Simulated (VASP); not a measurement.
Energy against volume of SrO (rock salt). All values below come from r2SCAN meta-GGA, VASP's PBE PAW potentials (set 64) (plane waves; VASP). Settings: 520 eV cut-off, 9×9×9 Γ-centred mesh, Gaussian smearing of 0.050 eV, potentials Sr_sv O.

| V (Å³/atom) | E (eV/atom) |
|---|---|
| 16.748 | -13.52285 |
| 17.266 | -13.52809 |
| 17.784 | -13.52421 |
| 18.302 | -13.51260 |

Task: Fit these four points and predict the energy of the run at 16.230 Å³/atom.

Result: A cubic in V^(−2/3), the third-order Birch-Murnaghan form, passes through the four points with V0 = 17.29 Å³/atom and B0 = 93 GPa, and gives -13.5069 eV/atom there. The run gave -13.5068 eV/atom, +0.0 meV/atom from the fit; all five points give B0 = 93 GPa.

The compound is SrO in the rock salt structure. It was relaxed first.
